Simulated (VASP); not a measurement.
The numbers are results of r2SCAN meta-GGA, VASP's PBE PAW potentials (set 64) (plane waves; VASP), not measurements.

The input files of a VASP run:

File POSCAR:
```
Cd
11.2607150
  0.1328946975  -0.2301803949   0.0000000000
  0.1328946975   0.2301803949   0.0000000000
  0.0000000000   0.0000000000   0.4999999846
Cd
2
Cartesian
  0.1328946975   0.0767269517   0.1249999961
  0.1328946975  -0.0767269517   0.3749999884
```

**INCAR**
```
# general
SYSTEM  = Cd
PREC    = Accurate
ENCUT   = 520
LREAL   = .False.
LASPH   = .True.

# electronic loop
EDIFF   = 1E-7
NELM    = 100
ALGO    = Normal
LMAXMIX = 4
LMIXTAU = .True.

# smearing
ISMEAR  = -5

# functional
METAGGA = R2SCAN

# ions
ISIF    = 2

# output
LWAVE   = .False.
LCHARG  = .False.
LORBIT  = 11
NEDOS   = 601
```

### KPOINTS_OPT
```
k-points along high-symmetry lines
6
Line-mode
Reciprocal
  0.000000   0.000000   0.000000 ! GAMMA
 -0.000000   0.500000   0.000000 ! M

 -0.000000   0.500000   0.000000 ! M
 -0.333333   0.666667   0.000000 ! K

 -0.333333   0.666667   0.000000 ! K
  0.000000   0.000000   0.000000 ! GAMMA

  0.000000   0.000000   0.000000 ! GAMMA
  0.000000   0.000000   0.500000 ! A

  0.000000   0.000000   0.500000 ! A
 -0.000000   0.500000   0.500000 ! L

 -0.000000   0.500000   0.500000 ! L
 -0.333333   0.666667   0.500000 ! H

 -0.333333   0.666667   0.500000 ! H
  0.000000   0.000000   0.500000 ! A

 -0.000000   0.500000   0.500000 ! L
 -0.000000   0.500000   0.000000 ! M

 -0.333333   0.666667   0.500000 ! H
 -0.333333   0.666667   0.000000 ! K
```

KPOINTS:
```
Automatic mesh
0
Gamma
16 16 7
0 0 0
```

POTCAR, in this order: Cd (PBE.64 set). Program: vasp_std.

What VASP printed:

**OUTCAR**
```
 ion  position               nearest neighbor table
   1  0.333  0.667  0.250-   2 3.30   2 3.30   2 3.30   2 3.30   2 3.30   2 3.30
   2  0.667  0.333  0.750-   1 3.30   1 3.30   1 3.30   1 3.30   1 3.30   1 3.30
  LATTYP: Found a hexagonal cell.
 ALAT       =     2.9929788880
 C/A-ratio  =     1.8811884538
 Subroutine PRICEL returns:
 Original cell was already a primitive cell.
 Subroutine GETGRP returns: Found 24 space group operations
The static configuration has the point symmetry D_3d.
 The point group associated with its full space group is D_6h.
The dynamic configuration has the point symmetry D_3d.
 Subroutine INISYM returns: Found 24 space group operations
 Subroutine IBZKPT returns following result:
 Found    120 irreducible k-points:

 Following reciprocal coordinates:
            Coordinates               Weight
  0.000000  0.000000  0.000000      1.000000
  0.062500  0.000000  0.000000      6.000000
  0.125000  0.000000  0.000000      6.000000
  0.187500  0.000000  0.000000      6.000000
  0.250000  0.000000  0.000000      6.000000
  0.312500  0.000000  0.000000      6.000000
  0.375000  0.000000  0.000000      6.000000
...
```

File OSZICAR:
```
       N       E                     dE             d eps       ncg     rms          rms(c)
DAV:   1     0.126916073220E+03    0.12692E+03   -0.13776E+04  3840   0.154E+03
DAV:   2    -0.437671959680E+02   -0.17068E+03   -0.16725E+03  3952   0.380E+02
DAV:   3    -0.473601629786E+02   -0.35930E+01   -0.35880E+01  4856   0.665E+01
DAV:   4    -0.473648832120E+02   -0.47202E-02   -0.47224E-02  4472   0.213E+00
DAV:   5    -0.473649003430E+02   -0.17131E-04   -0.17137E-04  4872   0.118E-01    0.473E+00
DAV:   6    -0.418910957190E+02    0.54738E+01   -0.47652E+00  3880   0.324E+01    0.632E+00
DAV:   7    -0.407067582674E+02    0.11843E+01   -0.14899E-01  4024   0.609E+00    0.468E+00
DAV:   8    -0.411575298930E+02   -0.45077E+00   -0.25355E-01  3888   0.616E+00    0.540E-01
DAV:   9    -0.398572604317E+02    0.13003E+01   -0.23763E-01  3864   0.526E+00    0.457E-01
DAV:  10    -0.401418657769E+02   -0.28461E+00   -0.84679E-02  4080   0.234E+00    0.227E-01
DAV:  11    -0.401490164651E+02   -0.71507E-02   -0.12602E-03  4624   0.324E-01    0.141E-01
DAV:  12    -0.401310657260E+02    0.17951E-01   -0.41651E-03  4200   0.556E-01    0.511E-01
DAV:  13    -0.401949503133E+02   -0.63885E-01   -0.40576E-02  3944   0.170E+00    0.227E-01
DAV:  14    -0.401956171322E+02   -0.66682E-03   -0.81333E-04  4384   0.295E-01    0.130E-01
DAV:  15    -0.401957014643E+02   -0.84332E-04   -0.19934E-05  4688   0.368E-02    0.145E-01
DAV:  16    -0.401959535995E+02   -0.25214E-03   -0.38735E-04  4280   0.182E-01    0.106E-01
DAV:  17    -0.401960567660E+02   -0.10317E-03   -0.32632E-04  4176   0.140E-01    0.345E-02
DAV:  18    -0.401960424401E+02    0.14326E-04   -0.31997E-06  4544   0.159E-02    0.285E-02
DAV:  19    -0.401960381368E+02    0.43034E-05   -0.82813E-07  4312   0.939E-03    0.200E-02
DAV:  20    -0.401960257118E+02    0.12425E-04   -0.10960E-04  4016   0.720E-02    0.533E-03
DAV:  21    -0.401960385586E+02   -0.12847E-04   -0.30412E-06  4336   0.157E-02    0.535E-03
DAV:  22    -0.401960367660E+02    0.17926E-05   -0.55472E-07  4144   0.666E-03    0.345E-03
DAV:  23    -0.401960274904E+02    0.92756E-05   -0.77663E-07  3816   0.590E-03    0.263E-03
DAV:  24    -0.401960302868E+02   -0.27964E-05   -0.23999E-07  3056   0.475E-03    0.246E-03
DAV:  25    -0.401960311486E+02   -0.86183E-06   -0.77493E-08  2688   0.241E-03    0.996E-04
DAV:  26    -0.401960295870E+02    0.15616E-05   -0.28459E-08  2088   0.172E-03    0.339E-04
DAV:  27    -0.401960309492E+02   -0.13622E-05   -0.18987E-08  2040   0.128E-03    0.130E-04
DAV:  28    -0.401960312957E+02   -0.34648E-06   -0.13514E-09  2064   0.310E-04    0.106E-04
DAV:  29    -0.401960311791E+02    0.11652E-06   -0.23393E-10  2040   0.112E-04    0.876E-05
DAV:  30    -0.401960311198E+02    0.59308E-07   -0.27201E-10  2064   0.139E-04
   1 F= -.40196031E+02 E0= -.40196031E+02  d E =0.000000E+00
       N       E                     dE             ncg
```

File OUTCAR:
```
------------------------ aborting loop because EDIFF is reached ----------------------------------------
  FORCE on cell =-STRESS in cart. coord.  units (eV):
  Direction    XX          YY          ZZ          XY          YZ          ZX
  --------------------------------------------------------------------------------------
  Total        0.0246027      0.0246027      0.0943340      0.0000000     -0.0000000      0.0000000
  in kB        0.9024406      0.9024408      3.4602315      0.0000000     -0.0000000      0.0000000
  external PRESSURE =       1.7550377 kB  Pullay stress =       0.0000000 kB
  volume of cell :       43.68
      direct lattice vectors                 reciprocal lattice vectors
     1.496489314 -2.591995825  0.000000000     0.334115316 -0.192901545  0.000000000
     1.496489314  2.591995825  0.000000000     0.334115316  0.192901545  0.000000000
     0.000000000  0.000000000  5.630357327     0.000000000  0.000000000  0.177608621
 POSITION                                       TOTAL-FORCE (eV/Angst)
 -----------------------------------------------------------------------------------
      1.49649      0.86400      1.40759         0.000000      0.000000      0.000000
      1.49649     -0.86400      4.22277        -0.000000     -0.000000      0.000000
 -----------------------------------------------------------------------------------
    total drift:                                0.000015      0.000195      0.000002
  FREE ENERGIE OF THE ION-ELECTRON SYSTEM (eV)
  ---------------------------------------------------
  free  energy   TOTEN  =       -40.1960311198 eV

  energy  without entropy=      -40.1960311198  energy(sigma->0) =      -40.19603112

 total charge

# of ion       s       p       d       tot
------------------------------------------
    1        0.520   0.314   9.490  10.324
    2        0.520   0.314   9.490  10.324
--------------------------------------------------
tot          1.040   0.627  18.980  20.648
```
(Selected blocks of OUTCAR.)

### OUTCAR
```
 val. band max:        2.9937948407   @ k =   0.3125   0.1875   0.1429

 cond. band min:       2.5981415642   @ k =   0.2500   0.0625   0.0000


 Fermi energy:         2.8419778265

 k-point     1 :       0.0000    0.0000    0.0000
  band No.  band energies     occupation
      1      -7.4654      2.00000
      2      -7.1877      2.00000
      3      -6.8014      2.00000
      4      -6.8014      2.00000
      5      -6.7498      2.00000
      6      -6.7498      2.00000
      7      -6.3020      2.00000
      8      -6.3020      2.00000
      9      -6.2712      2.00000
     10      -6.0508      2.00000
     11      -6.0508      2.00000
     12      -0.3067      2.00000
     13      -0.1665      2.00000
     14      13.8618      0.00000
     15      17.8856      0.00000
     16      18.3270      0.00000

 k-point     2 :       0.0625    0.0000    0.0000
  band No.  band energies     occupation
      1      -7.4244      2.00000
      2      -7.1505      2.00000
      3      -6.8167      2.00000
      4      -6.7650      2.00000
      5      -6.7644      2.00000
      6      -6.7147      2.00000
      7      -6.3313      2.00000
      8      -6.3147      2.00000
      9      -6.1842      2.00000
     10      -6.1023      2.00000
     11      -6.0500      2.00000
     12      -0.2468      2.00000
     13      -0.0107      2.00000
     14      13.9945      0.00000
     15      16.4004      0.00000
     16      17.4554      0.00000

 k-point     3 :       0.1250    0.0000    0.0000
  band No.  band energies     occupation
      1      -7.3249      2.00000
      2      -7.0741      2.00000
      3      -6.8571      2.00000
      4      -6.7854      2.00000
      5      -6.6601      2.00000
      6      -6.6137      2.00000
      7      -6.4241      2.00000
      8      -6.3494      2.00000
      9      -6.2275      2.00000
     10      -6.0494      2.00000
     11      -5.8963      2.00000
     12      -0.0590      2.00000
     13       0.4357      2.00000
...
```

For a metal the tetrahedron method with Blöchl corrections gives inexact stress and forces.

The compound is Cd in the hcp structure. It was relaxed first.
